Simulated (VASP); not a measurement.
Here is the system:

```xyz
8
Lattice="2.9300 0.0000 0.0000 -2.9300 2.9300 0.0000 0.0000 0.0000 18.1200" Properties=species:S:1:pos:R:3 pbc="T T T"
H     -1.4650     1.4650     8.0400
H      0.0000     0.0000     6.0000
H     -1.4650     1.4650    12.1200
H      0.0000     0.0000    10.0800
Li     0.0000     0.0000     8.0400
Li    -1.4650     1.4650     6.0000
Li     0.0000     0.0000    12.1200
Li    -1.4650     1.4650    10.0800
```

Method: PBE GGA, VASP's PBE PAW potentials (set 64) (plane waves; VASP 6.6.1). Numerical set-up: 400 eV cut-off, 11×11×1 Γ-centred mesh, Fermi-Dirac smearing of 0.10 eV, potentials H Li_sv.

The cell holds a wide vacuum, so values per volume refer to the whole cell.

Estimate the energy per atom (σ→0).

The energy per atom (σ→0) comes out as -291.9 kJ/mol-atom.

Total energies compare only between runs with the same potentials, cut-off and functional.

The cell is a sheet with vacuum, built from a generated structure.
